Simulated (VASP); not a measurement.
ZnS:

```
CELL_PARAMETERS angstrom
3.81100 0.00000 0.00000
-1.90550 3.30042 0.00000
0.00000 0.00000 6.23400
ATOMIC_POSITIONS crystal
Zn 0.33333 0.66667 0.00000
Zn 0.66667 0.33333 0.50000
S 0.33333 0.66667 0.38500
S 0.66667 0.33333 0.88500
```

* Program: VASP 6.6.1
* Task: relaxation of cell and atoms
* Functional: PBE
* Potentials or basis: VASP PAW PBE potentials, release 64 (Zn, S)
* Cutoff: 600 eV
* k mesh: 6 × 6 × 4
* Occupations: gaussian, width 0.1 eV
* Spin: no spin polarisation

At the start: pressure 2.3 GPa; volume 19.60 Å³/atom.

Question: How do energy, volume and symmetry change on relaxing?

Answer: Over 9 steps the energy falls by 9.9 meV/atom and the volume is 20.22 Å³/atom (+3.1 %); space group P6_3mc (No. 186, to 0.05 Å).

Step by step:
```
step  energy change (eV)  largest force (eV/Å)  pressure (GPa)  volume (Å³)
   1              0.0000                0.3237            2.32        78.41
   2             -0.0330                0.0915           -1.24        81.68
   3             -0.0335                0.1297           -0.17        81.10
   4             -0.0336                0.1245           -0.19        81.17
   5             -0.0336                0.1119           -0.37        81.36
   6             -0.0336                0.1196           -0.27        81.26
   7             -0.0366                0.0674           -0.08        81.03
   8             -0.0382                0.0051            0.15        80.71
   9             -0.0394                0.0079            0.08        80.87
```

Final structure:
```
CELL_PARAMETERS angstrom
3.84930 0.00000 0.00000
-1.92465 3.33359 0.00000
0.00000 0.00000 6.30230
ATOMIC_POSITIONS crystal
Zn 0.33333 0.66667 0.00500
Zn 0.66667 0.33333 0.50500
S 0.33333 0.66667 0.38000
S 0.66667 0.33333 0.88000
```
